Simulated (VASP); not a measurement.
# NaLaMnMoO6: single point with PBE

NaLaMnMoO6:

```xyz
10
Lattice="4.9778 -2.8815 0.0205 4.9778 2.8815 0.0205 -3.0609 0.0000 4.5979" Properties=species:S:1:pos:R:3 pbc="T T T"
Na    8.3737    0.0000    2.3395
La    5.0845    0.0000    3.6552
Mn    1.8841    0.0000    0.9212
Mo    1.9122    0.0000    4.6056
O     1.1411    0.0000    2.8354
O     3.0790    1.4392    4.0538
O     3.6709    1.2699    0.7230
O     3.6709   -1.2699    0.7230
O     3.0790   -1.4392    4.0538
O     6.0252    0.0000    1.6038
```

The cell was built by a generator and needn't be a form met in nature.

```
Program                : VASP 6.6.1
Task                   : single point
Functional             : PBE
Potentials or basis    : VASP PAW PBE potentials, release 64 (Na_pv, La, Mn_pv, Mo_sv, O)
Cutoff                 : 520 eV
k mesh                 : 6 × 6 × 6
Occupations            : fermi-dirac, width 0.05 eV
Spin                   : collinear spin, ferromagnetic start
Starting moments       : [0.0, 0.0, 4.0, 1.0, 0.0, 0.0, 0.0, 0.0, 0.0, 0.0] μB
Further INCAR settings : ALGO = Normal; EDIFF = 1e-07; NBANDS = 56
```

* Pressure: 0.2 GPa
* Largest force: 0.061 eV/Å
* Band gap on the k mesh: 0.92 eV, indirect (least direct gap 1.00 eV)
* Net moment: 5.00 μB per cell
* Site moments: Na +0.00; La +0.01; Mn +4.35; Mo +0.16; O +0.02, +0.04 μB
* Valence electrons inside the program's atomic spheres: Na 6.07; La 8.58; Mn 11.28; Mo 12.32; O 4.99, 5.02, 5.03, 5.04

Forces on the atoms (eV/Å):
```
Na   0.000  0.000 -0.004
La   0.004  0.000  0.005
Mn  -0.003  0.000 -0.011
Mo  -0.007  0.000 -0.004
O   -0.034  0.000 -0.010
O    0.030  0.014 -0.020
O   -0.020  0.043  0.002
O   -0.020 -0.043  0.002
O    0.030 -0.014 -0.020
O    0.019  0.000  0.058
```

Levels at points of the mesh, in eV from the valence-band top:
Spin up:
| k point | band 40 | band 41 | band 42 | band 43 | band 44 | band 45 | band 46 | band 47 |
| --- | --- | --- | --- | --- | --- | --- | --- | --- |
| (0.00, 0.00, 0.00) | -0.83 | -0.55 | -0.53 | -0.03 | 1.02 | 1.28 | 1.57 | 3.05 |
| (0.50, 0.00, 0.00) | -0.94 | -0.69 | -0.61 | -0.19 | 1.24 | 1.52 | 1.67 | 3.40 |
| (0.50, 0.50, 0.00) | -0.98 | -0.75 | -0.70 | -0.14 | 1.04 | 1.43 | 1.89 | 3.38 |
| (0.00, 0.00, 0.50) | -1.00 | -0.77 | -0.51 | 0.00 | 1.03 | 1.40 | 1.69 | 3.39 |
| (0.50, 0.00, 0.50) | -1.03 | -0.70 | -0.57 | -0.15 | 1.22 | 1.54 | 1.64 | 3.38 |
| (0.50, 0.50, 0.50) | -0.80 | -0.71 | -0.57 | -0.16 | 1.17 | 1.42 | 1.69 | 3.37 |
Spin down:
| k point | band 36 | band 37 | band 38 | band 39 | band 40 | band 41 |
| --- | --- | --- | --- | --- | --- | --- |
| (0.00, 0.00, 0.00) | -2.24 | -2.05 | -1.69 | 0.96 | 1.39 | 1.55 |
| (0.50, 0.00, 0.00) | -2.20 | -2.11 | -1.53 | 1.26 | 1.48 | 1.59 |
| (0.50, 0.50, 0.00) | -1.81 | -1.75 | -1.30 | 0.97 | 1.27 | 1.81 |
| (0.00, 0.00, 0.50) | -2.11 | -1.78 | -1.67 | 1.02 | 1.36 | 1.43 |
| (0.50, 0.00, 0.50) | -1.99 | -1.75 | -1.59 | 1.14 | 1.36 | 1.63 |
| (0.50, 0.50, 0.50) | -1.84 | -1.74 | -1.60 | 0.92 | 1.34 | 1.69 |

It took 7.3 min on 4 MPI ranks on AMD EPYC 9R45 96-Core Processor (Zen 5), with other jobs on the host, peak memory 0.94 GiB a rank.

Caveat: spin-orbit coupling is left out, which moves the levels of the heavy elements; a cell with one magnetic atom can't hold antiferromagnetic order, which such compounds often take. A k mesh can miss the band edges.
